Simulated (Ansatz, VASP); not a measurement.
## AgRh: VASP beside Ansatz

The input INCAR:

```
ALGO = Fast
EDIFF = 1E-6
ENCUT = 520
GGA = PE
ISIF = 2
ISMEAR = -1
LASPH = T
LCHARG = T
LELF = T
LREAL = F
LVHAR = T
LWAVE = F
NBANDS = 20
NELM = 100
PREC = Accurate
SIGMA = 0.05
```

Contents of KPOINTS:

```
k-points
0
Gamma
  11 11 6
```

The input POSCAR:

```
AgRh
1.0
    2.7589461066      0.0000000000      0.0000000000
   -1.3794730533      2.3893174160      0.0000000000
    0.0000000000      0.0000000000      4.7763285309
Ag Rh
1 1
Direct
    0.0000000000      0.0000000000      0.5000000000
    0.6666666667      0.3333333333      0.0000000000
```

Contents of input.yaml:

```yaml
crystal:
  lattice:
    - [2.7589461066, 0.0, 0.0]
    - [-1.3794730533, 2.389317416, 0.0]
    - [0.0, 0.0, 4.7763285309]
  atoms:
    - { symbol: Ag, position: [0.0, 0.0, 0.5] }
    - { symbol: Rh, position: [0.6666666667, 0.3333333333, 0.0] }
hamiltonian:
  xc: pbe
  pseudopotentials: { kind: paw }
kpoints:
  mp_grid: { grid: [11, 11, 6] }
scf:
  occupations: { method: fermi_dirac, width: 0.05 }
output:
  forces: true
  stress: true
  eigenvalues: true
  write_density: true
  write_potential: true
  elf: true
  volumetric_format: npy
```

The cell comes from a database or a generator and needn't be the stable form of this composition.

Alike in both runs: task single point; functional PBE; k mesh 11 × 11 × 6; occupations fermi-dirac, width 0.05 eV; no spin polarisation.

|  | VASP | Ansatz |
| --- | --- | --- |
| version | VASP 6.6.1 | Ansatz 0.2.0 |
| potentials or method | VASP PAW PBE potentials, release 64 (Ag, Rh_pv) | Ansatz PAW |
| plane-wave cutoff (eV) | 520 | 420 |
| valence electrons in the cell | 26 | 36 |

```csv
,VASP,Ansatz,Ansatz less VASP
gap on the k mesh at the Fermi level (eV),none,none,-
pressure (GPa),0.7,0.8,+0.12
largest component of the traceless stress (GPa),0.90,0.94,+0.039
```

A gap of «none» marks a metal or a gap that the smearing closes. The two sets of potentials don't hold the same shells in valence.
